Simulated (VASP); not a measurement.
Here is a VASP 6.6.1 calculation.

File INCAR:

```
SYSTEM = NaCaF3
PREC = Accurate
ENCUT = 520
EDIFF = 1E-7
ISMEAR = 0
SIGMA = 0.1
LREAL = .FALSE.
LASPH = .TRUE.
NELM = 100
ALGO = Normal
ISIF = 2
LWAVE = .FALSE.
LCHARG = .FALSE.
GGA = PE
NBANDS = 27
```

KPOINTS

```
Automatic mesh
0
G
  4 4 4
  0 0 0
```

POSCAR

```
NaCaF3
1.0
    4.3936458500      0.0000000000      0.0000000000
    0.0000000000      4.3936458500      0.0000000000
    0.0000000000      0.0000000000      4.3936458500
Na Ca F
1 1 3
Direct
    0.0000000000      0.0000000000      0.0000000000
    0.5000000000      0.5000000000      0.5000000000
    0.5000000000      0.0000000000      0.0000000000
    0.0000000000      0.5000000000      0.0000000000
    0.0000000000      0.0000000000      0.5000000000
```

Potentials or basis: VASP PAW PBE potentials, release 64 (Na_pv, Ca_sv, F).

Run with:

```console
$ cat potpaw_PBE.64/Na_pv/POTCAR potpaw_PBE.64/Ca_sv/POTCAR potpaw_PBE.64/F/POTCAR > POTCAR
$ mpirun -np 1 vasp_std > vasp.out
```

What does it give for the band gap on the k mesh?

4.02 eV, direct.

Predict the pressure.

-7.8 GPa.
